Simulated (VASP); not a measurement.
```
CELL_PARAMETERS angstrom
      1.81724    -3.14756     0.00000
      1.81724     3.14756     0.00000
      0.00000     0.00000     5.71803
ATOMIC_POSITIONS crystal
  Zr 0.00000 0.00000 0.00000
  S  0.33333 0.66667 0.25535
  S  0.66667 0.33333 0.74465
```

These are PBE GGA with D3 dispersion (Becke-Johnson damping), VASP's PBE PAW potentials (set 64) (plane waves; VASP) values and carry that method's errors. Numerical set-up: 520 eV cut-off, Gaussian smearing of 0.050 eV, potentials Zr_sv S.

Problem. Give the energies of bands 7 to 15 at the high-symmetry points, in eV from the valence-band maximum.

Solution. 
```tsv
band	Γ	M	K	A	L	H
7	-4.81	-4.65	-3.75	-3.45	-4.79	-3.81
8	-2.97	-2.76	-3.65	-2.91	-3.59	-3.81
9	-2.97	-2.75	-3.65	-2.91	-2.88	-3.22
10	-0.24	-2.65	-2.32	-2.15	-2.52	-2.35
11	-0.24	-2.18	-2.32	-0.45	-1.07	-2.00
12	0.00	-1.46	-1.57	-0.45	-0.86	-2.00
13	1.42	0.86	2.10	1.36	0.66	2.23
14	1.42	3.20	3.07	1.36	3.19	2.67
15	2.12	3.54	3.07	2.52	3.53	2.67
```

The gap is indirect, 0.66 eV, from the valence maximum at Γ to the conduction minimum at L.

Measured: gap 1.70 eV (computed value off by -1.04 eV), as given by Miłosz Rybak et al., Nanomaterials (2022), arXiv:2210.12074.

The compound is ZrS2 in the 1T layered structure. It was relaxed first.
